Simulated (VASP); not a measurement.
Input:

```
CsCl
1.0
    3.72629     0.00000     0.00000
    0.00000     3.72629     0.00000
    0.00000     0.00000     3.72629
Cs Cl
1 1
Direct
  0.00000   0.00000   0.00000
  0.50000   0.50000   0.50000
```

Method: PBEsol GGA, VASP's PBE PAW potentials (set 64) (plane waves; VASP). Run with 500 eV cut-off, 7×7×7 Γ-centred mesh, Gaussian smearing of 0.050 eV, potentials Cs_sv Cl.

Energy and stress use the plane-wave basis of the starting cell.

The ions, cell shape and volume at an external pressure of 20.0 GPa are relaxed. What does this cell relax into?

```
CsCl
1.0
    3.57781     0.00000     0.00000
    0.00000     3.57781     0.00000
    0.00000     0.00000     3.57781
Cs Cl
1 1
Direct
  0.00000   0.00000   0.00000
  0.50000   0.50000   0.50000
```
Space group Pm-3m (221), at a tolerance of 0.03 Å.

How do energy and volume change from the first to the last step?

The energy (σ→0) changes by +268.7 meV/atom and the volume by -11.5 %, in 4 ionic steps.

```csv
step,E(σ→0) (eV),max force (eV/Å),pressure (GPa),volume (Å³)
1,-6.4669,0.000,9.99,51.74
2,-5.0439,0.000,35.68,40.56
3,-5.9434,0.000,19.73,45.91
4,-5.9295,0.000,19.99,45.80
```

The compound is CsCl in the CsCl type structure. This run relaxes it under an external pressure of 20 GPa. Symmetry was kept, so distortions that lower it aren't found.
